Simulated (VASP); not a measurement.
Consider the following.

```
CELL_PARAMETERS angstrom
      5.35698     0.00000     0.00000
     -2.67849     4.63929     0.00000
      0.00000     0.00000     3.10584
ATOMIC_POSITIONS crystal
  Y  0.00000 0.00000 0.50000
  B  0.66667 0.33333 0.50000
  B  0.33333 0.66667 0.50000
  Rh 0.00000 0.50000 0.00000
  Rh 0.50000 0.00000 0.00000
  Rh 0.50000 0.50000 0.00000
```

Method: PBEsol GGA, VASP's PBE PAW potentials (set 64) (plane waves; VASP). Run with 520 eV cut-off, 8×8×11 Γ-centred mesh, tetrahedra with Blöchl corrections, potentials Y_sv B Rh_pv.

**Question.** Predict the energy per atom (σ→0), band gap (on the k-mesh) with the smallest direct gap where there is one.

**Answer.** 
```json
{
  "band gap (on the k-mesh)": "none (metal, semimetal or under 0.01 eV)",
  "energy per atom (σ→0)": "-8.304 eV/atom"
}
```

The absolute energy has meaning only against runs of the same code, potentials and settings.

The structure comes from a computed database's YB2Rh3 entry (P6/mmm); how it stands against other phases isn't given here. It was relaxed first.
